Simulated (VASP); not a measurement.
# Quasiparticle energies of BP in VASP, part 2 of 8

How does the gap of BP change from the starting functional to GW? The cell is of the zinc-blende type, one of the forms listed for this formula. The start is a cell from a database of measured crystal structures.

VASP 6.6.1, plane waves and PAW; the level of theory is named at each step.

So far, gap on the k-mesh (eV): step 2 (empty bands, functional PBE) 1.33.

## Step 3: evGW0

This step: evGW0 on PBE; plane waves and PAW (P_GW, B_GW) (VASP 6.6.1).

The lowest NBANDSGW levels in G are updated for four passes while W stays fixed, so the result depends less on the starting levels.

INCAR

```
SYSTEM = BP
PREC = Accurate
ENCUT = 340
ISMEAR = 0
SIGMA = 0.01
LREAL = .FALSE.
GGA = PE
NBANDS = 152
ALGO = EVGW0
NELMGW = 4
ENCUTGW = 200
NOMEGA = 64
PRECFOCK = Fast
NBANDSGW = 16
LWAVE = .FALSE.
LCHARG = .FALSE.
```

POSCAR

```
BP
1.0
    0.0000000000      2.2690000000      2.2690000000
    2.2690000000      0.0000000000      2.2690000000
    2.2690000000      2.2690000000      0.0000000000
P B
1 1
Direct
    0.7500000000      0.7500000000      0.7500000000
    0.0000000000      0.0000000000      0.0000000000
```

KPOINTS

```
Automatic mesh
0
Gamma
6 6 6
0 0 0
```

Potentials, in the order of the species: P_GW and B_GW (PBE family, release 64).

Started as:

```bash
> mpirun -np 8 vasp_std
```

Output:

```text
[banner, memory and clock lines left out]
running    8 mpi-ranks, on    1 nodes
 distrk:  each k-point on    8 cores,    1 groups
 distr:  one band on    1 cores,    8 groups

 POSCAR found type information on POSCAR P B
 POSCAR found :  2 types and       2 ions
 [... a notice as in an earlier step ...]

|                                                                             |
|           W    W    AA    RRRRR   N    N  II  N    N   GGGG   !!!           |
|           W    W   A  A   R    R  NN   N  II  NN   N  G    G  !!!           |
|           W    W  A    A  R    R  N N  N  II  N N  N  G       !!!           |
|           W WW W  AAAAAA  RRRRR   N  N N  II  N  N N  G  GGG   !            |
|           WW  WW  A    A  R   R   N   NN  II  N   NN  G    G                |
|           W    W  A    A  R    R  N    N  II  N    N   GGGG   !!!           |
|                                                                             |
|     The default for ENCUTGWSOFT is different in this version of VASP.       |
|     please manually set ENCUTGWSOFT =200 in the INCAR file.                 |
|                                                                             |

 LDA part: xc-table for (Slater+PW92), standard interpolation
 found WAVECAR, reading the header
 POSCAR, INCAR and KPOINTS ok, starting setup
 FFT: planning ... GRIDC
 FFT: planning ... GRID_SOFT
 FFT: planning ... GRID
 reading WAVECAR
 the WAVECAR file was read successfully
 initial charge from wavefunction
 available memory per node:     34.85 GB, setting MAXMEM to     35683

 The Fermi energy was updated, please check that it is located mid-gap
 values below the HOMO (VB) or above the LUMO (CB) will cause erroneous energies
 E-fermi :   7.8053

 calculate exact exchange contribution
 the WAVEDER file was read successfully
energies w=
    0.000    0.000    0.585    0.000    1.168    0.000    1.748    0.000
    2.325    0.000    2.897    0.000    3.463    0.000    4.023    0.000
    4.575    0.000    5.120    0.000    5.658    0.000    6.188    0.000
    6.711    0.000    7.226    0.000    7.736    0.000    8.239    0.000
    8.737    0.000    9.231    0.000    9.721    0.000   10.208    0.000
   10.693    0.000   11.178    0.000   11.663    0.000   12.149    0.000
   12.638    0.000   13.131    0.000   13.629    0.000   14.134    0.000
   14.647    0.000   15.169    0.000   15.704    0.000   16.252    0.000
   16.816    0.000   17.398    0.000   18.002    0.000   18.629    0.000
   19.284    0.000   19.969    0.000   20.691    0.000   21.452    0.000
   22.261    0.000   23.122    0.000   24.044    0.000   25.036    0.000
   26.111    0.000   27.280    0.000   28.560    0.000   29.971    0.000
   31.537    0.000   33.288    0.000   35.264    0.000   37.513    0.000
   40.100    0.000   43.110    0.000   46.659    0.000   50.909    0.000
   56.089    0.000   62.543    0.000   70.801    0.000   81.734    0.000
   96.872    0.000  119.181    0.000  155.260    0.000  223.360    0.000
 responsefunction array rank=     176
 LDA part: xc-table for (Slater+PW92), standard interpolation

 min. memory requirement per mpi rank    148.0 MB, per node   1184.0 MB

 allocating   8 responsefunctions rank=   176
 shmem allocating  64 responsefunctions rank=   176
 response function shared by NCSHMEM nodes    1
 Doing            8  frequencies on each core in blocks of           64
NQ=   1    0.0000    0.0000    0.0000,
|.........|.........|.........|.........|.........|.........|.........|.........
 performed        333000 updates of chi_q(r,r)
 total number of BLAS operations         76.22 Gflops
NQ=   2    0.1667    0.0000    0.0000,
|.........|.........|.........|.........|.........|.........|.........|.........
 performed        997000 updates of chi_q(r,r)
 total number of BLAS operations        200.62 Gflops
NQ=   3    0.3333    0.0000    0.0000,
|.........|.........|.........|.........|.........|.........|.........|.........
 performed       1661000 updates of chi_q(r,r)
 total number of BLAS operations        325.03 Gflops
NQ=   4    0.5000    0.0000    0.0000,
|.........|.........|.........|.........|.........|.........|.........|.........
 performed       2208000 updates of chi_q(r,r)
 total number of BLAS operations        431.64 Gflops
NQ=   5    0.1667    0.1667    0.0000,
|.........|.........|.........|.........|.........|.........|.........|.........
 performed       2872000 updates of chi_q(r,r)
 total number of BLAS operations        556.05 Gflops
NQ=   6    0.3333    0.1667    0.0000,
|.........|.........|.........|.........|.........|.........|.........|.........
 performed       3954000 updates of chi_q(r,r)
 total number of BLAS operations        750.92 Gflops
NQ=   7    0.5000    0.1667    0.0000,
|.........|.........|.........|.........|.........|.........|.........|.........
 performed       5036000 updates of chi_q(r,r)
 total number of BLAS operations        951.03 Gflops
NQ=   8   -0.3333    0.1667    0.0000,
|.........|.........|.........|.........|.........|.........|.........|.........
 performed       6118000 updates of chi_q(r,r)
 total number of BLAS operations       1153.77 Gflops
NQ=   9   -0.1667    0.1667    0.0000,
|.........|.........|.........|.........|.........|.........|.........|.........
 performed       7044000 updates of chi_q(r,r)
 total number of BLAS operations       1329.64 Gflops
NQ=  10    0.3333    0.3333    0.0000,
|.........|.........|.........|.........|.........|.........|.........|.........
 performed       7708000 updates of chi_q(r,r)
 total number of BLAS operations       1454.05 Gflops
NQ=  11    0.5000    0.3333    0.0000,
|.........|.........|.........|.........|.........|.........|.........|.........
 performed       8790000 updates of chi_q(r,r)
 total number of BLAS operations       1633.65 Gflops
NQ=  12   -0.3333    0.3333    0.0000,
|.........|.........|.........|.........|.........|.........|.........|.........
 performed       9716000 updates of chi_q(r,r)
 total number of BLAS operations       1783.18 Gflops
NQ=  13    0.5000    0.5000    0.0000,
|.........|.........|.........|.........|.........|.........|.........|.........
 performed      10195000 updates of chi_q(r,r)
 total number of BLAS operations       1869.49 Gflops
NQ=  14    0.5000    0.3333    0.1667,
|.........|.........|.........|.........|.........|.........|.........|.........
 performed      11423000 updates of chi_q(r,r)
 total number of BLAS operations       2090.63 Gflops
NQ=  15   -0.3333    0.3333    0.1667,
|.........|.........|.........|.........|.........|.........|.........|.........
 performed      12573000 updates of chi_q(r,r)
 total number of BLAS operations       2297.75 Gflops
[...]
total number of BLAS operations       2297.75 Gflops
NQ=  16   -0.3333    0.5000    0.1667,
|.........|.........|.........|.........|.........|.........|.........|.........
 performed      13504000 updates of chi_q(r,r)
 total number of BLAS operations       2465.49 Gflops
 resolving degeneracies of screened two electron integrals

 calculate QP shifts <psi_nk| G(iteration)W_0 |psi_nk>: iteration 2
 allocating   8 responsefunctions rank=   176
 shmem allocating  64 responsefunctions rank=   176
 response function shared by NCSHMEM nodes    1
 Doing            8  frequencies on each core in blocks of           64
NQ=   1    0.0000    0.0000    0.0000,
|.........|.........|.........|.........|.........|.........|.........|.........
 performed        333000 updates of chi_q(r,r)
 total number of BLAS operations         76.22 Gflops
NQ=   2    0.1667    0.0000    0.0000,
|.........|.........|.........|.........|.........|.........|.........|.........
 performed        997000 updates of chi_q(r,r)
 total number of BLAS operations        200.62 Gflops
NQ=   3    0.3333    0.0000    0.0000,
|.........|.........|.........|.........|.........|.........|.........|.........
 performed       1661000 updates of chi_q(r,r)
 total number of BLAS operations        325.03 Gflops
NQ=   4    0.5000    0.0000    0.0000,
|.........|.........|.........|.........|.........|.........|.........|.........
 performed       2208000 updates of chi_q(r,r)
 total number of BLAS operations        431.64 Gflops
NQ=   5    0.1667    0.1667    0.0000,
|.........|.........|.........|.........|.........|.........|.........|.........
 performed       2872000 updates of chi_q(r,r)
 total number of BLAS operations        556.05 Gflops
NQ=   6    0.3333    0.1667    0.0000,
|.........|.........|.........|.........|.........|.........|.........|.........
 performed       3954000 updates of chi_q(r,r)
 total number of BLAS operations        750.92 Gflops
NQ=   7    0.5000    0.1667    0.0000,
|.........|.........|.........|.........|.........|.........|.........|.........
 performed       5036000 updates of chi_q(r,r)
 total number of BLAS operations        951.03 Gflops
NQ=   8   -0.3333    0.1667    0.0000,
|.........|.........|.........|.........|.........|.........|.........|.........
 performed       6118000 updates of chi_q(r,r)
 total number of BLAS operations       1153.77 Gflops
NQ=   9   -0.1667    0.1667    0.0000,
|.........|.........|.........|.........|.........|.........|.........|.........
 performed       7044000 updates of chi_q(r,r)
 total number of BLAS operations       1329.64 Gflops
NQ=  10    0.3333    0.3333    0.0000,
|.........|.........|.........|.........|.........|.........|.........|.........
 performed       7708000 updates of chi_q(r,r)
 total number of BLAS operations       1454.05 Gflops
NQ=  11    0.5000    0.3333    0.0000,
|.........|.........|.........|.........|.........|.........|.........|.........
 performed       8790000 updates of chi_q(r,r)
 total number of BLAS operations       1633.65 Gflops
NQ=  12   -0.3333    0.3333    0.0000,
|.........|.........|.........|.........|.........|.........|.........|.........
 performed       9716000 updates of chi_q(r,r)
 total number of BLAS operations       1783.18 Gflops
NQ=  13    0.5000    0.5000    0.0000,
|.........|.........|.........|.........|.........|.........|.........|.........
 performed      10195000 updates of chi_q(r,r)
 total number of BLAS operations       1869.49 Gflops
NQ=  14    0.5000    0.3333    0.1667,
|.........|.........|.........|.........|.........|.........|.........|.........
 performed      11423000 updates of chi_q(r,r)
 total number of BLAS operations       2090.63 Gflops
NQ=  15   -0.3333    0.3333    0.1667,
|.........|.........|.........|.........|.........|.........|.........|.........
 performed      12573000 updates of chi_q(r,r)
 total number of BLAS operations       2297.75 Gflops
NQ=  16   -0.3333    0.5000    0.1667,
|.........|.........|.........|.........|.........|.........|.........|.........
 performed      13504000 updates of chi_q(r,r)
 total number of BLAS operations       2465.49 Gflops
 resolving degeneracies of screened two electron integrals

 calculate QP shifts <psi_nk| G(iteration)W_0 |psi_nk>: iteration 3
 allocating   8 responsefunctions rank=   176
 shmem allocating  64 responsefunctions rank=   176
 response function shared by NCSHMEM nodes    1
 Doing            8  frequencies on each core in blocks of           64
NQ=   1    0.0000    0.0000    0.0000,
|.........|.........|.........|.........|.........|.........|.........|.........
 performed        333000 updates of chi_q(r,r)
 total number of BLAS operations         76.22 Gflops
NQ=   2    0.1667    0.0000    0.0000,
|.........|.........|.........|.........|.........|.........|.........|.........
 performed        997000 updates of chi_q(r,r)
 total number of BLAS operations        200.62 Gflops
NQ=   3    0.3333    0.0000    0.0000,
|.........|.........|.........|.........|.........|.........|.........|.........
 performed       1661000 updates of chi_q(r,r)
 total number of BLAS operations        325.03 Gflops
NQ=   4    0.5000    0.0000    0.0000,
|.........|.........|.........|.........|.........|.........|.........|.........
 performed       2208000 updates of chi_q(r,r)
 total number of BLAS operations        431.64 Gflops
NQ=   5    0.1667    0.1667    0.0000,
|.........|.........|.........|.........|.........|.........|.........|.........
 performed       2872000 updates of chi_q(r,r)
 total number of BLAS operations        556.05 Gflops
NQ=   6    0.3333    0.1667    0.0000,
|.........|.........|.........|.........|.........|.........|.........|.........
 performed       3954000 updates of chi_q(r,r)
 total number of BLAS operations        750.92 Gflops
NQ=   7    0.5000    0.1667    0.0000,
|.........|.........|.........|.........|.........|.........|.........|.........
 performed       5036000 updates of chi_q(r,r)
 total number of BLAS operations        951.03 Gflops
NQ=   8   -0.3333    0.1667    0.0000,
|.........|.........|.........|.........|.........|.........|.........|.........
 performed       6118000 updates of chi_q(r,r)
 total number of BLAS operations       1153.77 Gflops
NQ=   9   -0.1667    0.1667    0.0000,
|.........|.........|.........|.........|.........|.........|.........|.........
 performed       7044000 updates of chi_q(r,r)
 total number of BLAS operations       1329.64 Gflops
NQ=  10    0.3333    0.3333    0.0000,
|.........|.........|.........|.........|.........|.........|.........|.........
 performed       7708000 updates of chi_q(r,r)
 total number of BLAS operations       1454.05 Gflops
NQ=  11    0.5000    0.3333    0.0000,
|.........|.........|.........|.........|.........|.........|.........|.........
 performed       8790000 updates of chi_q(r,r)
 total number of BLAS operations       1633.65 Gflops
NQ=  12   -0.3333    0.3333    0.0000,
|.........|.........|.........|.........|.........|.........|.........|.........
 performed       9716000 updates of chi_q(r,r)
 total number of BLAS operations       1783.18 Gflops
NQ=  13    0.5000    0.5000    0.0000,
|.........|.........|.........|.........|.........|.........|.........|.........
 performed      10195000 updates of chi_q(r,r)
 total number of BLAS operations       1869.49 Gflops
NQ=  14    0.5000    0.3333    0.1667,
|.........|.........|.........|.........|.........|.........|.........|.........
 performed      11423000 updates of chi_q(r,r)
 total number of BLAS operations       2090.63 Gflops
NQ=  15   -0.3333    0.3333    0.1667,
|.........|.........|.........|.........|.........|.........|.........|.........
 performed      12573000 updates of chi_q(r,r)
 total number of BLAS operations       2297.75 Gflops
NQ=  16   -0.3333    0.5000    0.1667,
|.........|.........|.........|.........|.........|.........|.........|.........
 performed      13504000 updates of chi_q(r,r)
 total number of BLAS operations       2465.49 Gflops
 resolving degeneracies of screened two electron integrals

 calculate QP shifts <psi_nk| G(iteration)W_0 |psi_nk>: iteration 4
 entering main loop
```

The job ended after 98 s (8 MPI ranks of Intel Xeon 6975P-C (Granite Rapids), shared host; peak memory 1.6 GiB).

(Continued in part 3 of 8.)

[Lines on the potential files, build, host, timing and source positions are cut from VASP's logs without a mark.]

[Logs are printed without paths, hosts, clocks, repeated set-up lines and the standing remarks that a program may print on its own settings, such as how far it seeks lower states.]

[Hosts, paths, dates, database ids (printed as entryN), source tags and the programs' standing remarks are cut or masked in the printed files.]

[Pressures printed for these runs are not shown converged in the cutoff: they can be off by several GPa and have the wrong sign.]
